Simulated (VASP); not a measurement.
Calculation: PBE GGA, VASP's PBE PAW potentials (set 64) (plane waves; VASP).

Input for VASP

**POSCAR**
```
Si
1
    0.0000000000     2.6410650000     2.6410650000
    2.6410650000     0.0000000000     2.6410650000
    2.6410650000     2.6410650000     0.0000000000
Si
2
Direct
  0.0000000000   0.0000000000   0.0000000000
  0.2500000000   0.2500000000   0.2500000000
```

File KPOINTS:
```
Automatic mesh
0
Gamma
6 6 6
0 0 0
```

INCAR:
```
! general
SYSTEM = Si
PREC   = Normal
ENCUT  = 350
LREAL  = .False.
LASPH  = .True.

! electronic loop
EDIFF  = 1E-8
NELM   = 100
ALGO   = Normal

! smearing
ISMEAR = 0
SIGMA  = 0.01

! functional
GGA    = PE

! output
LWAVE  = .True.
LCHARG = .False.
```

POTCAR, in this order: Si_GW (PBE.64 set). Program: vasp_std.

What VASP printed:

OSZICAR:
```
       N       E                     dE             d eps       ncg     rms          rms(c)
DAV:   1     0.511713652119E+01    0.51171E+01   -0.35760E+03   264   0.883E+02
DAV:   2    -0.105795410525E+02   -0.15697E+02   -0.15139E+02   392   0.762E+01
DAV:   3    -0.109217908781E+02   -0.34225E+00   -0.34225E+00   312   0.125E+01
DAV:   4    -0.109265155775E+02   -0.47247E-02   -0.47247E-02   432   0.184E+00
DAV:   5    -0.109266151417E+02   -0.99564E-04   -0.99564E-04   352   0.199E-01    0.325E+00
DAV:   6    -0.107564603353E+02    0.17015E+00   -0.11141E-01   360   0.177E+00    0.191E+00
DAV:   7    -0.106818879838E+02    0.74572E-01   -0.18922E-01   352   0.238E+00    0.169E-01
DAV:   8    -0.106832263057E+02   -0.13383E-02   -0.48431E-03   336   0.580E-01    0.246E-02
DAV:   9    -0.106833148632E+02   -0.88557E-04   -0.16649E-04   416   0.112E-01    0.151E-02
DAV:  10    -0.106833361023E+02   -0.21239E-04   -0.28331E-05   336   0.431E-02    0.113E-03
DAV:  11    -0.106833359216E+02    0.18067E-06   -0.25920E-07   400   0.453E-03    0.416E-04
DAV:  12    -0.106833358033E+02    0.11826E-06   -0.42057E-08   384   0.187E-03    0.395E-05
DAV:  13    -0.106833357845E+02    0.18833E-07   -0.52525E-10   272   0.205E-04    0.186E-05
DAV:  14    -0.106833357985E+02   -0.13976E-07   -0.10779E-10   232   0.128E-04    0.305E-06
DAV:  15    -0.106833357984E+02    0.94104E-10   -0.23331E-11   240   0.447E-05
   1 F= -.10683336E+02 E0= -.10683336E+02  d E =-.136294E-51
```

OUTCAR:
```
------------------------ aborting loop because EDIFF is reached ----------------------------------------
  FORCE on cell =-STRESS in cart. coord.  units (eV):
  Direction    XX          YY          ZZ          XY          YZ          ZX
  --------------------------------------------------------------------------------------
  Total        2.7003921      2.7003921      2.7003921      0.0000000     -0.0000000      0.0000000
  in kB      117.4275889    117.4275889    117.4275889      0.0000000     -0.0000000      0.0000000
  external PRESSURE =     117.4275889 kB  Pullay stress =       0.0000000 kB
  volume of cell :       36.84
      direct lattice vectors                 reciprocal lattice vectors
     0.000000000  2.641065000  2.641065000    -0.189317567  0.189317567  0.189317567
     2.641065000  0.000000000  2.641065000     0.189317567 -0.189317567  0.189317567
     2.641065000  2.641065000  0.000000000     0.189317567  0.189317567 -0.189317567
 POSITION                                       TOTAL-FORCE (eV/Angst)
 -----------------------------------------------------------------------------------
      0.00000      0.00000      0.00000        -0.000000     -0.000000     -0.000000
      1.32053      1.32053      1.32053         0.000000      0.000000      0.000000
 -----------------------------------------------------------------------------------
    total drift:                               -0.000000     -0.000000     -0.000000
  FREE ENERGIE OF THE ION-ELECTRON SYSTEM (eV)
  ---------------------------------------------------
  free  energy   TOTEN  =       -10.6833357984 eV

  energy  without entropy=      -10.6833357984  energy(sigma->0) =      -10.68333580
```
(Selected blocks of OUTCAR.)

The compound is Si in the diamond structure. This cell is one point of a volume scan, at 0.92 of the reference volume.
